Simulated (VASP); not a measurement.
Level of theory: PBE GGA with spin-orbit coupling, VASP's PBE PAW potentials (set 64) (plane waves; VASP).

Input for VASP

### KPOINTS
```
Automatic mesh
0
Gamma
7 7 4
0 0 0
```

INCAR:
```
! general
SYSTEM        = Ta
PREC          = Accurate
ENCUT         = 300
LREAL         = .False.
LASPH         = .True.

! electronic loop
EDIFF         = 1E-6
NELM          = 100   ! most electronic steps
ALGO          = Normal   ! blocked Davidson
LMAXMIX       = 6   ! l cut-off of mixed one-centre charges

! smearing
ISMEAR        = -1   ! Fermi-Dirac
SIGMA         = 0.05

! functional
GGA           = PE
GGA_COMPAT    = .False.

! spin
MAGMOM        = 6*0.0
LSORBIT       = .True.
LNONCOLLINEAR = .True.

! ions
ISIF          = 2

! output
LWAVE         = .False.
LCHARG        = .False.
LORBIT        = 11
```

File POSCAR:
```
Ta
1
    2.9545540000     0.0000000000     0.0000000000
   -1.4772770000     2.5587190000     0.0000000000
    0.0000000000     0.0000000000     4.7969960000
Ta
2
Direct
  0.3353190000   0.6654380000   0.2499200000
  0.6646810000   0.3345620000   0.7500800000
```

POTCAR, in this order: Ta_pv (PBE.64 set). Program: vasp_ncl.

Output

File OUTCAR:
```
 ion  position               nearest neighbor table
   1  0.335  0.665  0.250-   2 2.93   2 2.93   2 2.95   2 2.95   2 2.95   2 2.95
   2  0.665  0.335  0.750-   1 2.93   1 2.93   1 2.95   1 2.95   1 2.95   1 2.95
  LATTYP: Found a hexagonal cell.
 ALAT       =     2.9545540000
 C/A-ratio  =     1.6235939502
 Subroutine PRICEL returns:
 Original cell was already a primitive cell.
 Subroutine GETGRP returns: Found  2 space group operations
The static configuration has the point symmetry S_2 .
The dynamic configuration has the point symmetry S_2 .
The overall configuration has the point symmetry S_2 .
 Subroutine INISYM returns: Found  2 space group operations
 Subroutine IBZKPT returns following result:
 Found     99 irreducible k-points:

 Following reciprocal coordinates:
            Coordinates               Weight
  0.000000  0.000000  0.000000      1.000000
  0.142857 -0.000000  0.000000      2.000000
  0.000000  0.142857  0.000000      2.000000
 -0.142857  0.142857  0.000000      2.000000
  0.285714 -0.000000  0.000000      2.000000
  0.000000  0.285714  0.000000      2.000000
 -0.285714  0.285714  0.000000      2.000000
...
```

### OSZICAR
```
       N       E                     dE             d eps       ncg     rms          rms(c)
DAV:   1     0.160164165606E+03    0.16016E+03   -0.93004E+03  6052   0.104E+03
DAV:   2    -0.192562732392E+02   -0.17942E+03   -0.17446E+03  6700   0.357E+02
DAV:   3    -0.252576426881E+02   -0.60014E+01   -0.57664E+01  7550   0.633E+01
DAV:   4    -0.253607408537E+02   -0.10310E+00   -0.10251E+00  7104   0.746E+00
DAV:   5    -0.253635861193E+02   -0.28453E-02   -0.28431E-02  7616   0.965E-01    0.195E+01
DAV:   6    -0.246359678297E+02    0.72762E+00   -0.80632E-01  6730   0.924E+00    0.965E+00
DAV:   7    -0.244084876283E+02    0.22748E+00   -0.70906E-01  6934   0.814E+00    0.150E+00
DAV:   8    -0.244073179660E+02    0.11697E-02   -0.83656E-03  7390   0.791E-01    0.376E-01
DAV:   9    -0.244056013575E+02    0.17166E-02   -0.42454E-03  6804   0.730E-01    0.690E-02
DAV:  10    -0.244055694739E+02    0.31884E-04   -0.17778E-04  7138   0.134E-01    0.371E-02
DAV:  11    -0.244055694339E+02    0.39962E-07   -0.11376E-05  7330   0.347E-02    0.106E-02
DAV:  12    -0.244055689211E+02    0.51287E-06   -0.49679E-07  4758   0.713E-03
   1 F= -.24405569E+02 E0= -.24393311E+02  d E =-.245168E-01  mag=    -0.0000     0.0000     0.0000
```

### OUTCAR
```
------------------------ aborting loop because EDIFF is reached ----------------------------------------
  FORCE on cell =-STRESS in cart. coord.  units (eV):
  Direction    XX          YY          ZZ          XY          YZ          ZX
  --------------------------------------------------------------------------------------
  Total        0.6120635      0.5324623      3.0886255     -0.0980171      0.0000133     -0.0000073
  in kB       27.0410287     23.5242385    136.4557857     -4.3304065      0.0005869     -0.0003216
  external PRESSURE =      62.3403510 kB  Pullay stress =       0.0000000 kB
  volume of cell :       36.26
      direct lattice vectors                 reciprocal lattice vectors
     2.954554000  0.000000000  0.000000000     0.338460560  0.195410281  0.000000000
    -1.477277000  2.558719000  0.000000000     0.000000000  0.390820563  0.000000000
     0.000000000  0.000000000  4.796996000     0.000000000  0.000000000  0.208463797
 POSITION                                       TOTAL-FORCE (eV/Angst)
 -----------------------------------------------------------------------------------
      0.00768      1.70267      1.19887         0.041846     -0.017218      0.009885
      1.46960      0.85605      3.59813        -0.041846      0.017218     -0.009885
 -----------------------------------------------------------------------------------
    total drift:                                0.000000     -0.000000     -0.000000
  FREE ENERGIE OF THE ION-ELECTRON SYSTEM (eV)
  ---------------------------------------------------
  free  energy   TOTEN  =       -24.4055689211 eV

  energy  without entropy=      -24.3810521158  energy(sigma->0) =      -24.39331052

 total charge

# of ion       s       p       d       tot
------------------------------------------
    1        0.383   6.172   2.388   8.943
    2        0.383   6.172   2.388   8.943
--------------------------------------------------
tot          0.765  12.344   4.777  17.886

 magnetization (x)

# of ion       s       p       d       tot
------------------------------------------
    1        0.000   0.000  -0.000  -0.000
    2        0.000   0.000  -0.000  -0.000
--------------------------------------------------
tot          0.000   0.000  -0.000  -0.000

 magnetization (y)

# of ion       s       p       d       tot
------------------------------------------
    1        0.000   0.000   0.000   0.000
    2        0.000   0.000   0.000   0.000
--------------------------------------------------
tot          0.000   0.000   0.000   0.000

 magnetization (z)

# of ion       s       p       d       tot
------------------------------------------
    1        0.000   0.000  -0.000  -0.000
    2        0.000   0.000  -0.000  -0.000
--------------------------------------------------
tot          0.000   0.000  -0.000  -0.000

 Ion:    1  E_soc:     -1.4449598

 Ion:    2  E_soc:     -1.4449598
```
(Selected blocks of OUTCAR.)

OUTCAR:
```
 val. band max:        5.8419580256   @ k =   0.4286   0.2857   0.0000

 cond. band min:       5.8598085643   @ k =   0.4286   0.1429   0.5000


 Fermi energy:         5.8594587383

 k-point     1 :       0.0000    0.0000    0.0000
  band No.  band energies     occupation
      1     -33.4391      1.00000
      2     -33.4391      1.00000
      3     -33.1125      1.00000
      4     -33.1125      1.00000
      5     -26.0650      1.00000
      6     -26.0650      1.00000
      7     -25.2759      1.00000
      8     -25.2759      1.00000
      9     -25.0840      1.00000
     10     -25.0840      1.00000
     11     -25.0466      1.00000
     12     -25.0466      1.00000
     13      -2.4608      1.00000
     14      -2.4608      1.00000
     15       1.0567      1.00000
     16       1.0567      1.00000
     17       6.0203      0.03853
     18       6.0203      0.03853
     19       6.2080      0.00094
     20       6.2080      0.00094
     21       6.5037      0.00000
     22       6.5037      0.00000
     23       6.7102      0.00000
     24       6.7102      0.00000
     25       6.8029      0.00000
     26       6.8029      0.00000
     27       7.3814      0.00000
     28       7.3814      0.00000
     29       8.0213      0.00000
     30       8.0213      0.00000

 k-point     2 :       0.1429   -0.0000    0.0000
  band No.  band energies     occupation
      1     -33.4574      1.00000
      2     -33.4574      1.00000
      3     -33.1666      1.00000
      4     -33.1666      1.00000
      5     -26.0536      1.00000
      6     -26.0536      1.00000
      7     -25.3973      1.00000
      8     -25.3973      1.00000
      9     -25.2513      1.00000
     10     -25.2513      1.00000
     11     -25.0902      1.00000
     12     -25.0902      1.00000
     13      -1.7220      1.00000
     14      -1.7220      1.00000
     15       1.7479      1.00000
     16       1.7479      1.00000
     17       5.1454      1.00000
     18       5.1454      1.00000
...
```

At this cut-off the stress carries a Pulay error, which pulls relaxed volumes low.

The structure was generated: Ta was put into an ordered model structure, which need not be its known phase. The cell was not relaxed at this level, atoms are displaced from their ideal sites. The k-mesh is coarse (spacing up to 0.35 per Å, 2π included), so the numbers may not be converged in it. The run is one of a series of settings (GGA_COMPAT = .FALSE., LNONCOLLINEAR = .TRUE., LSORBIT = .TRUE., MAGMOM = 0.0 0.0 0.0 0.0 0.0 0.0, program vasp_ncl against the base run), some of them coarse on purpose.
